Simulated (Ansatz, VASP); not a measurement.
**Li16TeO7 (a cell with a defect): VASP beside Ansatz**

Contents of INCAR:

```
SYSTEM = Li16TeO7
PREC = Accurate
ENCUT = 520
EDIFF = 1E-6
ISMEAR = -1
SIGMA = 0.01
LREAL = Auto
LASPH = .TRUE.
NELM = 60
ALGO = Normal
ISIF = 2
LWAVE = .FALSE.
LCHARG = .FALSE.
GGA = PE
IBRION = 2
NSW = 60
EDIFFG = -0.03
```

File KPOINTS:

```
regular mesh
0
G
  4 4 4
  0 0 0
```

POSCAR

```
Li16TeO7
1.0
    0.0000000000      4.6100000000      4.6100000000
    4.6100000000      0.0000000000      4.6100000000
    4.6100000000      4.6100000000      0.0000000000
Li Te O
16 1 7
Direct
    0.1250000000      0.1250000000      0.1250000000
    0.1250000000      0.1250000000      0.6250000000
    0.1250000000      0.6250000000      0.1250000000
    0.1250000000      0.6250000000      0.6250000000
    0.6250000000      0.1250000000      0.1250000000
    0.6250000000      0.1250000000      0.6250000000
    0.6250000000      0.6250000000      0.1250000000
    0.6250000000      0.6250000000      0.6250000000
    0.3750000000      0.3750000000      0.3750000000
    0.3750000000      0.3750000000      0.8750000000
    0.3750000000      0.8750000000      0.3750000000
    0.3750000000      0.8750000000      0.8750000000
    0.8750000000      0.3750000000      0.3750000000
    0.8750000000      0.3750000000      0.8750000000
    0.8750000000      0.8750000000      0.3750000000
    0.8750000000      0.8750000000      0.8750000000
    0.0000000000      0.0000000000      0.0000000000
    0.0000000000      0.0000000000      0.5000000000
    0.0000000000      0.5000000000      0.0000000000
    0.0000000000      0.5000000000      0.5000000000
    0.5000000000      0.0000000000      0.0000000000
    0.5000000000      0.0000000000      0.5000000000
    0.5000000000      0.5000000000      0.0000000000
    0.5000000000      0.5000000000      0.5000000000
```

Input for Ansatz:

```yaml
crystal:
  lattice:
    - [0.0, 4.61, 4.61]
    - [4.61, 0.0, 4.61]
    - [4.61, 4.61, 0.0]
  atoms:
    - { symbol: Li, position: [0.125, 0.125, 0.125] }
    - { symbol: Li, position: [0.125, 0.125, 0.625] }
    - { symbol: Li, position: [0.125, 0.625, 0.125] }
    - { symbol: Li, position: [0.125, 0.625, 0.625] }
    - { symbol: Li, position: [0.625, 0.125, 0.125] }
    - { symbol: Li, position: [0.625, 0.125, 0.625] }
    - { symbol: Li, position: [0.625, 0.625, 0.125] }
    - { symbol: Li, position: [0.625, 0.625, 0.625] }
    - { symbol: Li, position: [0.375, 0.375, 0.375] }
    - { symbol: Li, position: [0.375, 0.375, 0.875] }
    - { symbol: Li, position: [0.375, 0.875, 0.375] }
    - { symbol: Li, position: [0.375, 0.875, 0.875] }
    - { symbol: Li, position: [0.875, 0.375, 0.375] }
    - { symbol: Li, position: [0.875, 0.375, 0.875] }
    - { symbol: Li, position: [0.875, 0.875, 0.375] }
    - { symbol: Li, position: [0.875, 0.875, 0.875] }
    - { symbol: Te, position: [0.0, 0.0, 0.0] }
    - { symbol: O, position: [0.0, 0.0, 0.5] }
    - { symbol: O, position: [0.0, 0.5, 0.0] }
    - { symbol: O, position: [0.0, 0.5, 0.5] }
    - { symbol: O, position: [0.5, 0.0, 0.0] }
    - { symbol: O, position: [0.5, 0.0, 0.5] }
    - { symbol: O, position: [0.5, 0.5, 0.0] }
    - { symbol: O, position: [0.5, 0.5, 0.5] }
kpoints:
  mp_grid: { grid: [4, 4, 4] }
scf:
  occupations: { method: fermi_dirac, width: 0.01 }
hamiltonian:
  xc: pbe
  pseudopotentials: { kind: paw }
output:
  forces: true
  stress: true
  populations: true
  efg:
    quadrupole_moments_barn: { Li: -0.0401, O: -0.02558 }
    contact_densities: true
relax:
  f_tol: 0.03
  max_steps: 40
```

Alike in both runs: task relaxation of the atoms; functional PBE; k mesh 4 × 4 × 4; occupations fermi-dirac, width 0.01 eV; no spin polarisation.

|  | VASP | Ansatz |
| --- | --- | --- |
| version | VASP 6.6.1 | Ansatz 0.2.0 |
| potentials or method | VASP PAW PBE potentials, release 64 (Li_sv, Te, O) | plane-wave PAW, scalar-relativistic |
| plane-wave cutoff (eV) | 520 | 420 |
| valence electrons in the cell | 96 | 106 |

Ansatz gave:

- gap on the k mesh at the Fermi level, each at its own relaxed structure (eV): 2.02
- energy change over the relaxation (meV/atom): -254

Task: Which values does VASP return?

Result: gap on the k mesh at the Fermi level, each at its own relaxed structure (eV): 2.00; energy change over the relaxation (meV/atom): -258.

The two sets of potentials don't hold the same shells in valence. Ansatz warned: «gradients_without_spin_orbit».

Caveats: spin-orbit coupling is left out, which moves the levels of the heavy elements. As with any semilocal functional, this PBE gap is likely too small.
